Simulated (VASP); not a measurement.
OSZICAR of a VASP run on Al32As31Si:

File OSZICAR:
```
       N       E                     dE             d eps       ncg     rms          rms(c)
DAV:   1    -0.343051182264E+03   -0.34305E+03   -0.22208E+01   370   0.991E+00    0.436E+01
DAV:   2    -0.343226655129E+03   -0.17547E+00   -0.74815E-01   394   0.192E+00    0.341E+01
DAV:   3    -0.343198191848E+03    0.28463E-01   -0.18514E-02   363   0.288E-01    0.212E+01
DAV:   4    -0.343186649516E+03    0.11542E-01   -0.43044E-03   348   0.124E-01    0.126E+01
DAV:   5    -0.343182770788E+03    0.38787E-02   -0.13777E-03   356   0.679E-02    0.746E+00
DAV:   6    -0.343181441332E+03    0.13295E-02   -0.38129E-04   356   0.373E-02    0.436E+00
DAV:   7    -0.343180998869E+03    0.44246E-03   -0.12655E-04   372   0.224E-02    0.250E+00
DAV:   8    -0.343180863146E+03    0.13572E-03   -0.42307E-05   291   0.135E-02    0.144E+00
DAV:   9    -0.343180826913E+03    0.36233E-04   -0.15681E-05   204   0.934E-03    0.838E-01
DAV:  10    -0.343180823350E+03    0.35628E-05   -0.84630E-06   195   0.706E-03
   1 F= -.34318082E+03 E0= -.34318082E+03  d E =-.812000E-11
```

Problem. Which electronic solver shows in the log?

Solution. It is blocked Davidson (ALGO = Normal, or the opening steps of other solvers). The INCAR had ALGO = Normal.

Problem. Can the final energy be trusted as converged?

Solution. Self-consistency was reached. It stopped with EDIFF = 1E-5, NELM = 50 (HSE06 screened hybrid, plane waves, VASP's PBE PAW potentials (set 64)). The cell is charged, with a uniform compensating background. The supercell is sampled at Γ alone, which is coarse: total energies, pressure and levels can be off, energies of defects by several tenths of an eV.

The cell is a supercell with a defect, built from AlAs (zinc blende): Si_As, charge -1. The cell's shape comes from a PBE relaxation. The run is not spin-polarised, so no state with unpaired spins was tried.
